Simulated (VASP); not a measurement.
Consider the following.

```yaml
crystal:
  lattice:
    - [3.99324, 0.00000, 0.00000]
    - [0.00000, 3.99324, 0.00000]
    - [0.00000, 0.00000, 3.99324]
  atoms:
    - { symbol: Tl, position: [0.00000, 0.00000, 0.00000] }
    - { symbol: Cl, position: [0.50000, 0.50000, 0.50000] }
```

Level of theory: PBE GGA with D3 dispersion (Becke-Johnson damping), VASP's PBE PAW potentials (set 64) (plane waves; VASP). Settings: 520 eV cut-off, 7×7×7 Γ-centred mesh, Gaussian smearing of 0.050 eV, potentials Tl_d Cl.

### Question
Estimate the energy per atom (σ→0), pressure.

### Answer

The energy per atom (σ→0) comes out as -3.261 eV/atom and the pressure is -1.19 GPa.

The compound is TlCl in the CsCl type structure. This cell is one point of a volume scan, at 1.06 of the reference volume.
